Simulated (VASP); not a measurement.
The input files of a VASP run:

### INCAR
```
ALGO = Normal
EDIFF = 1E-6
ENCUT = 520
GGA = PE
ISIF = 2
ISMEAR = 1
LASPH = .TRUE.
LCHARG = .FALSE.
LMAXMIX = 4
LREAL = .FALSE.
LWAVE = .FALSE.
NELM = 100
PREC = Accurate
SIGMA = 0.1
SYSTEM = TiB2
```

**POSCAR**
```
TiB2
1
    1.5276560000    -2.6027400000     0.0000000000
    1.5276560000     2.6027400000     0.0000000000
    0.0000000000     0.0000000000     3.1789610000
Ti B
1 2
Direct
  0.0000000000   0.0000000000   0.0000000000
  0.3333330000   0.6666670000   0.5000000000
  0.6855250000   0.3521910000   0.5000000000
```

### KPOINTS
```
K-points
0
Gamma
10 10 9
0 0 0
```

POTCAR, in this order: Ti_sv B (PBE.64 set). Program: vasp_std.

Write an equivalent input for Ansatz.

One equivalent input (not run):
Ansatz 0.2 input:
```yaml
crystal:
  lattice:
    - [1.5276560, -2.6027400, 0.0000000]
    - [1.5276560, 2.6027400, 0.0000000]
    - [0.0000000, 0.0000000, 3.1789610]
  atoms:
    - { symbol: Ti, position: [0.0000000, 0.0000000, 0.0000000] }
    - { symbol: B, position: [0.3333330, 0.6666670, 0.5000000] }
    - { symbol: B, position: [0.6855250, 0.3521910, 0.5000000] }
kpoints:
  mp_grid: { grid: [10, 10, 9] }
hamiltonian:
  xc: pbe
  pseudopotentials: { kind: paw }
scf:
  occupations: { method: methfessel_paxton, width: 0.1 }
  max_iter: 100
output: { forces: true, stress: true, eigenvalues: true }
```
What does not carry over: each code has its own PAW files, so the cut-off isn't converted (ENCUT is set for VASP's; basis.ecutwfc is left out, and Ansatz then takes the one that its files recommend); Ansatz stops its SCF on the density residual and VASP on the energy change (EDIFF).

The compound is TiB2 in the AlB2 type structure. The cell was not relaxed at this level, atoms are displaced from their ideal sites.
